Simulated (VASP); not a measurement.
# Al7Zn3In6 (P1) in VASP: single point with PBE

Aim: the single point of Al7Zn3In6 with PBE.

Everything below comes from runs of VASP 6.6.1. Logs are shortened: lines on timing, memory, paths and dates and some standing lists are left out, and cuts for length are marked.

### 1 The crystal as given

The typed cell holds 16 atoms: a = 6.395 Å, b = 8.101 Å, c = 8.281 Å, α = 110.72°, β = 114.09°, γ = 100.88°.

The cell was built by a generator and needn't be a form met in nature.

### 2 Single point, PBE

Contents of INCAR:

```
PREC = Accurate
ENCUT = 520
EDIFF = 1E-7
ISMEAR = 0
SIGMA = 0.1
LREAL = Auto
LASPH = T
NELM = 100
ALGO = Fast
ISIF = 2
LWAVE = F
LCHARG = T
GGA = PE
LELF = T
LVHAR = T
ISYM = 0
NBANDS = 82
```

Contents of KPOINTS:

```
Automatic mesh
0
Gamma
  2 2 2
  0.5 0.5 0.5
```

Contents of POSCAR:

```
Al7Zn3In6
1.0
   -3.9242208703      3.9068754164     -3.1988020118
    4.5274860630      5.3600518629      4.0487132656
    4.7303538163     -4.7567866702     -4.8548462116
Al Zn In
7 3 6
Direct
    0.4717857628     -0.0414281740      0.4586316795
    0.7523928251      0.5075586217      0.7793935606
    0.8215003175      0.7829257813      0.4856038210
    0.8688340060     -0.0853279114      0.9143195699
    0.2806487510      0.5518535882      0.1846199154
   -0.0374909877      0.7555086346      0.1931788865
    0.2704697183      0.8103552939      0.0372739473
    0.3306723642      0.2250327676      0.6272915287
    0.4752714422      0.6479976850      0.5656827909
    0.4560900963      0.5423704742      0.9437747062
    0.3665011007     -0.0435002182      0.7876783371
    0.9923012266      0.2064696746      0.7890451412
    1.0330594045      0.5033475369      0.5796492755
    0.8022739302      1.0626055910      0.2920241162
    0.3454459213      0.2336303069      0.2740118604
    0.7707156748      0.3554189960      0.1080530784
```

Potentials or basis: VASP PAW PBE potentials, release 64 (Al, Zn, In_d).

On the command line:

```console
$ cat potpaw_PBE.64/Al/POTCAR potpaw_PBE.64/Zn/POTCAR potpaw_PBE.64/In_d/POTCAR > POTCAR
$ mpirun -np 1 vasp_std > vasp.out
```

OUTCAR:

```text
PREC = Accurate
   ENCUT = 520
   EDIFF = 1E-7
   ISMEAR = 0
   LREAL = Auto
   LASPH = T
   NELM = 100
   ISIF = 2
   GGA = PE
   ISYM = 0

 ion  position               nearest neighbor table
   1  0.472  0.959  0.459-   8 2.66   6 2.78   7 2.84   3 2.85   5 2.90   9 2.95  12 2.96  11 3.07
                            14 3.10  15 3.17
   2  0.752  0.508  0.779-   8 2.64   9 2.68  10 2.75   6 2.82  13 2.89   4 2.91   7 3.00  12 3.12
                            16 3.33  15 3.40
   3  0.822  0.783  0.486-   9 2.71   1 2.85   6 2.86   5 2.98  11 2.99  13 3.02  12 3.09   4 3.19
                            14 3.20  16 3.60
   4  0.869  0.915  0.914-   9 2.63   7 2.76   2 2.91   6 2.94  12 3.00  15 3.00  11 3.07  14 3.17
                             3 3.19  16 3.65
   5  0.281  0.552  0.185-   9 2.61  10 2.64   7 2.77   6 2.86   1 2.90  12 2.93  15 2.98   3 2.98
                            16 3.03
   6  0.963  0.756  0.193-  10 2.76   1 2.78   7 2.81   2 2.82  14 2.85   5 2.86   3 2.86   4 2.94
                            16 2.95
   7  0.270  0.810  0.037-  10 2.69   4 2.76   5 2.77   6 2.81   1 2.84  11 2.92  14 2.94   2 3.00
                            15 3.11  13 3.17
   8  0.331  0.225  0.627-  10 2.62   2 2.64   1 2.66  11 2.92  12 2.98  14 2.99  15 2.99  13 3.24
                            16 3.41
   9  0.475  0.648  0.566-   5 2.61   4 2.63   2 2.68   3 2.71  13 2.91  11 2.93   1 2.95  15 3.06

  10  0.456  0.542  0.944-   8 2.62   5 2.64   7 2.69   2 2.75   6 2.76  16 2.93  13 2.98  12 3.04

  11  0.367  0.956  0.788-   8 2.92   7 2.92   9 2.93   3 2.99  16 3.06   1 3.07   4 3.07  13 3.25
                            12 3.41  14 3.61  15 3.93
  12  0.992  0.206  0.789-   5 2.93   1 2.96   8 2.98   4 3.00  10 3.04   3 3.09   2 3.12  11 3.41
                            14 3.43  16 3.45  13 3.46  15 3.61
  13  0.033  0.503  0.580-   2 2.89   9 2.91  10 2.98   3 3.02  14 3.12   7 3.17  16 3.18   8 3.24
                            11 3.25  12 3.46  15 3.73
  14  0.802  0.063  0.292-   6 2.85   7 2.94   8 2.99   1 3.10  13 3.12   4 3.17   3 3.20  16 3.24
                            12 3.43  15 3.43  15 3.57  11 3.61
  15  0.345  0.234  0.274-   5 2.98   8 2.99   4 3.00   9 3.06   7 3.11   1 3.17   2 3.40  14 3.43
                            14 3.57  12 3.61  16 3.64  13 3.73  16 3.82  11 3.93
  16  0.771  0.355  0.108-  10 2.93   6 2.95   5 3.03  11 3.06  13 3.18  14 3.24   2 3.33   8 3.41
                            12 3.45   3 3.60  15 3.64   4 3.65  15 3.82

IMPORTANT INFORMATION: All symmetrisations will be switched off!
NOSYMM: (Re-)initialisation of all symmetry stuff for point group C_1.

----------------------------------------------------------------------------------------

                                     Primitive cell

  volume of cell :     337.2346

  direct lattice vectors                    reciprocal lattice vectors
    -3.924220870  3.906875416 -3.198802012    -0.020055360  0.121968768 -0.139046291
     4.527486063  5.360051863  4.048713266     0.101363541  0.101362521 -0.000550888
[... 109 lines left out ...]
   IALGO  =     68    algorithm
   IMIX   =      4    mixing-type and parameters
     AMIX     =   0.40;   BMIX     =  1.00
     AMIX_MAG =   1.60;   BMIX_MAG =  1.00
  volume/ion in A,a.u.               =      21.08       142.24
  Fermi-wavevector in a.u.,A,eV,Ry     =   1.206541  2.280032 19.806556  1.455741
  Thomas-Fermi vector in A             =   2.342205
   LORBIT       =      0    0 simple, 1 ext, 2 COOP (PROOUT), +10 PAW based schemes
   GGA     = PE    functional components
   LHFCALC =     F    Hartree Fock is set to
   AEXX    =    0.0000 exact exchange contribution
   IVDW    =     0    specifies the selected vdW correction
   LEPSILON=     F    determine dielectric tensor
   LRPA    =     F    only Hartree local field effects (RPA)
 non-spin polarized calculation
 RMM-DIIS sequential band-by-band and
 Gauss-broadening in eV      SIGMA  =   0.10
  energy-cutoff  :      520.00
  volume of cell :      337.23
 maximum number of plane-waves:      9093
   NGX = 23   NGY = 31   NGZ = 31

 number of electron     135.0000026 magnetization

 Free energy of the ion-electron system (eV)
  ---------------------------------------------------
  ext. energy  EPLUGINS =         0.00000000
  ---------------------------------------------------
  free energy    TOTEN  =       -43.94996517 eV

  energy without entropy =      -43.94329035  energy(sigma->0) =      -43.94662776

 E-fermi :   6.1707     XC(G=0): -10.1620

 val. band max:        6.0446922204   @ k =  -0.2500  -0.2500   0.2500
 cond. band min:       6.2924915834   @ k =   0.2500  -0.2500   0.2500
 fundamental gap:      0.2477993629
 Fermi energy:         6.1707090100

 k-point     1 :       0.2500    0.2500    0.2500
  band No.  band energies     occupation
      1      -8.2721      2.00000
      2      -8.2396      2.00000
      3      -8.1929      2.00000
      4      -8.1831      2.00000
      5      -8.1751      2.00000
      6      -8.1539      2.00000
[... 317 lines left out ...]
     78       9.0265      0.00000
     79       9.1800      0.00000
 [bands above 79 left out]

------------------------ aborting loop because EDIFF is reached ----------------------------------------

  FORCE on cell =-STRESS in cart. coord.  units (eV):
  Direction    XX          YY          ZZ          XY          YZ          ZX
  --------------------------------------------------------------------------------------
  -------------------------------------------------------------------------------------
  Total       -0.1659301     -0.0283630      0.0223243     -0.0575665      0.0440025     -0.0026943
  in kB       -0.7883219     -0.1347506      0.1060613     -0.2734942      0.2090529     -0.0128006
  external PRESSURE =      -0.2723371 kB  Pullay stress =       0.0000000 kB

 VOLUME and BASIS-vectors are now :
 -----------------------------------------------------------------------------
  energy-cutoff  :      520.00
  volume of cell :      337.23
      direct lattice vectors                 reciprocal lattice vectors
    -3.924220870  3.906875416 -3.198802012    -0.020055360  0.121968768 -0.139046291
     4.527486063  5.360051863  4.048713266     0.101363541  0.101362521 -0.000550888
     4.730353816 -4.756786670 -4.854846212     0.097746667  0.004167761 -0.114823170

 POSITION                                       TOTAL-FORCE (eV/Angst)
 -----------------------------------------------------------------------------------
      4.65802      4.79959      0.14525        -0.012477     -0.006177      0.003284
      3.03222      1.95264     -4.13563         0.009341      0.010421     -0.012480
      2.61801      5.09611     -1.81551         0.008691      0.008711      0.003876
      5.05672      3.94789     -3.51486        -0.011284      0.006921     -0.009417
      2.27050      3.17623      0.44026         0.006053      0.004252     -0.005326
      0.55726      6.89106     -0.95789         0.002505     -0.008424     -0.001590
[... 8 lines left out ...]
      0.99832      1.29847     -1.48940        -0.009684     -0.001967     -0.001892
     -0.90417      4.40217     -1.55096         0.003740     -0.017718     -0.002331
 -----------------------------------------------------------------------------------
    total drift:                               -0.014706     -0.012918      0.003255

  FREE ENERGIE OF THE ION-ELECTRON SYSTEM (eV)
  ---------------------------------------------------
  free  energy   TOTEN  =       -43.9499651713 eV

  energy  without entropy=      -43.9432903524  energy(sigma->0) =      -43.94662776
```

Wall time 3.6 min (1 thread of AMD EPYC 7R13 (Zen 3), shared host); peak memory 0.43 GiB.

What came out:

```yaml
Free_energy: -43.9500 eV
Pressure: 0.0 GPa
Largest_force: 0.022 eV/Å
Band_gap_on_the_k_mesh: none (metal or under the smearing width)
```

Forces in eV/Å, atoms in the order of the input:
```
Al  -0.012 -0.006  0.003
Al   0.009  0.010 -0.012
Al   0.009  0.009  0.004
Al  -0.011  0.007 -0.009
Al   0.006  0.004 -0.005
Al   0.003 -0.008 -0.002
Al   0.002  0.008  0.003
Zn  -0.006 -0.009  0.005
Zn   0.009 -0.006  0.003
Zn   0.016  0.010 -0.003
In  -0.017 -0.009 -0.010
In  -0.010 -0.003  0.003
In   0.003  0.011  0.006
In   0.005  0.002  0.019
In  -0.010 -0.002 -0.002
In   0.004 -0.018 -0.002
```

Stress tensor (GPa, compression positive):
```
-0.08 -0.03  0.00
-0.03 -0.01  0.02
 0.00  0.02  0.01
```

Levels at points of the mesh, in eV from the Fermi level:
| k point | band 64 | band 65 | band 66 | band 67 | band 68 | band 69 | band 70 | band 71 |
| --- | --- | --- | --- | --- | --- | --- | --- | --- |
| (0.25, 0.25, 0.25) | -1.31 | -0.98 | -0.85 | -0.70 | -0.19 | 1.35 | 1.39 | 1.74 |

Caveat: the k mesh is coarse (spacing up to 0.58 Å⁻¹), so the values aren't converged.
